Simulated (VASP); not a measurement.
**The Sommerfeld expansion tested on HfN**

How do entropy and free energy of the electrons in HfN grow with the Fermi-Dirac width, and how far does the Sommerfeld expansion hold?

Method: PBEsol; plane waves and PAW (Hf_sv_GW, N), in the first sound run; inputs show where later runs differ, in VASP 6.6.1.

Report form: the programs' logs are mostly left out.

### 1. The structure

Symmetry: Fm-3m, No. 225, cubic system. The conventional cell has a = 4.518 Å, b = 4.518 Å, c = 4.518 Å, α = 90.00°, β = 90.00°, γ = 90.00°. Nearest to Hf lie 6 N at 2.26 Å. N has 6 Hf at 2.26 Å nearest. Farther neighbours and most contacts between anions are not listed.

### 2. Relax the crystal, PBEsol

The cell is relaxed and then held.

This step took 2 runs in a row; the last is shown.

Level: PBEsol; plane waves and PAW (Hf_sv_GW, N).

INCAR

```
SYSTEM = HfN
PREC = Accurate
ENCUT = 520
EDIFF = 1E-07
NELM = 120
ISMEAR = 1
SIGMA = 0.15
LREAL = .FALSE.
ALGO = Normal
GGA = PS
NBANDS = 14
LASPH = .TRUE.
LORBIT = 11
LWAVE = .FALSE.
LCHARG = .FALSE.
KPAR = 8
IBRION = 2
NSW = 40
ISIF = 3
EDIFFG = -0.005
POTIM = 0.4
```

POSCAR

```
HfN
1.0
    0.0000000000      2.2507576219      2.2507576219
    2.2507576219      0.0000000000      2.2507576219
    2.2507576219      2.2507576219      0.0000000000
Hf N
1 1
Direct
    0.0000000000      0.0000000000      0.0000000000
    0.5000000000      0.5000000000      0.5000000000
```

KPOINTS

```
Automatic mesh
0
Gamma
17 17 17
0 0 0
```

The projector-augmented-wave data sets are Hf_sv_GW and N (PBE family, release 64).

Started as:

```
> mpirun -np 8 vasp_std
```

Wall time 5.6 s (8 MPI ranks of Intel Xeon 6975P-C (Granite Rapids), shared host); peak memory 1.5 GiB; 40 s of CPU time.

Read from the output:

| Item | Value |
| --- | --- |
| energy(sigma→0) of the program | -25.7503 eV |
| stress, compression positive | xx, yy, zz -0.03, -0.03, -0.03 GPa |
| volume | 22.804 Å³ |
| ionic steps | 1 |

### 3. Tetrahedra, PBEsol

Tetrahedra give the density of states at the Fermi level without smearing.

Level: PBEsol; plane waves and PAW (Hf_sv_GW, N).

INCAR

```
SYSTEM = HfN
PREC = Accurate
ENCUT = 520
EDIFF = 1E-08
NELM = 100
ISMEAR = -5
SIGMA = 0.15
LREAL = .FALSE.
ALGO = Normal
GGA = PS
NBANDS = 24
LASPH = .TRUE.
LORBIT = 11
LWAVE = .FALSE.
LCHARG = .FALSE.
KPAR = 2
ISIF = 2
NEDOS = 3001
```

POSCAR is that of step 2.

KPOINTS

```
Automatic mesh
0
Gamma
30 30 30
0 0 0
```

Started as:

```
> mpirun -np 2 vasp_std
```

It took 70 s on 2 MPI ranks; peak memory 0.93 GiB.

Read from the output:

* energy(sigma→0) of the program: -25.7520 eV

The run ends at a pressure of -0.04 GPa.

### 4. Electron temperature, PBEsol

One member in full: SIGMA = 0.075 eV.

Level: PBEsol; plane waves and PAW (Hf_sv_GW, N).

INCAR, as its differences from that of step 3:

```diff
@@ -5,4 +5,4 @@
 NELM = 100
-ISMEAR = -5
-SIGMA = 0.15
+ISMEAR = -1
+SIGMA = 0.075
 LREAL = .FALSE.
@@ -17,2 +17 @@
 ISIF = 2
-NEDOS = 3001
```

POSCAR is that of step 3.

KPOINTS is that of step 3.

Started as:

```
> mpirun -np 2 vasp_std
```

The job ended after 68 s (2 MPI ranks; peak memory 0.89 GiB).

This run gave:

| Property | Result |
| --- | --- |
| energy(sigma→0) of the program | -25.7517 eV |
| stress, compression positive | xx, yy, zz 0.01, 0.01, 0.01 GPa |

The run ends at a pressure of 0.01 GPa.

### 5. The table

The other members went through these steps as far as the tables show, on the same mesh; 7 runs are not shown. The session took 0.35 core hours (wall time by ranks) on a shared machine.

| width kT (eV) | temperature (K) | free energy less that of the narrowest width (meV/atom) | TS (meV/atom) | pressure (GPa) | shift of the Fermi level (eV) |
| --- | --- | --- | --- | --- | --- |
| 0.025 | 290 | 0.000 | 0.682 | -0.036 | 0.000 |
| 0.050 | 580 | -0.990 | 2.580 | -0.019 | -0.001 |
| 0.075 | 870 | -2.573 | 5.629 | 0.007 | -0.004 |
| 0.100 | 1160 | -4.744 | 9.865 | 0.041 | -0.006 |
| 0.150 | 1741 | ? | ? | 0.141 | -0.012 |
| 0.200 | 2321 | -19.309 | 38.431 | 0.276 | -0.019 |
| 0.300 | 3481 | -43.055 | 84.654 | 0.644 | -0.040 |

### 6. The Sommerfeld expansion

At low temperature TS = (π²/3) g (kT)², so TS, twice the difference of energy(sigma→0) and the free energy, over (π²/3)(kT)² is an effective density of states: 0.331, 0.314, 0.304, 0.300, 0.292, 0.286 states/eV/atom in the rows shown.

A least-squares parabola through the 6 rows shown, with σ the width in eV: g = 0.8840 σ² − 0.4240 σ + 0.3356 (states/eV/atom), r.m.s. residual 0.0042 states/eV/atom.

At σ = 0.15 this predicts 0.292 states/eV/atom.

### 7. Prediction against calculation

The calculation gives 0.295 states/eV/atom, so the prediction is 0.003 states/eV/atom too low.

The parabola in σ is an empirical guide, not the expansion itself. Tetrahedra give g = 0.302 states/eV/atom at the Fermi level, the limit that the series should reach at zero width.

### 8. Summary of results

| Quantity | Value |
| --- | --- |
| density of states at the Fermi level, tetrahedra | 0.30 states/eV/atom |
| Sommerfeld coefficient from it | 0.71 mJ per mole of atoms and K² |
| pressure at the widest setting | 0.64 GPa |
| error of the predicted g | -0.003 states/eV/atom |

Against the tetrahedron value, the effective density of states stands at +10 % at 0.025 eV, +4 % at 0.05 eV, -1 % at 0.1 eV, -5 % at 0.3 eV. The leading term holds within a tenth at the widest setting. The narrow rows do not close in on the tetrahedron value; no test of the mesh was run. Spin-orbit coupling is left out. The bare coefficient lacks the electron-phonon enhancement of measured heat capacities.

[Lines on the potential files, build, host, timing and source positions are cut from VASP's logs without a mark.]

[Logs are printed without paths, hosts, clocks, repeated set-up lines and the standing remarks that a program may print on its own settings, such as how far it seeks lower states.]

[Hosts, paths, dates, database ids (printed as entryN), source tags and the programs' standing remarks are cut or masked in the printed files.]
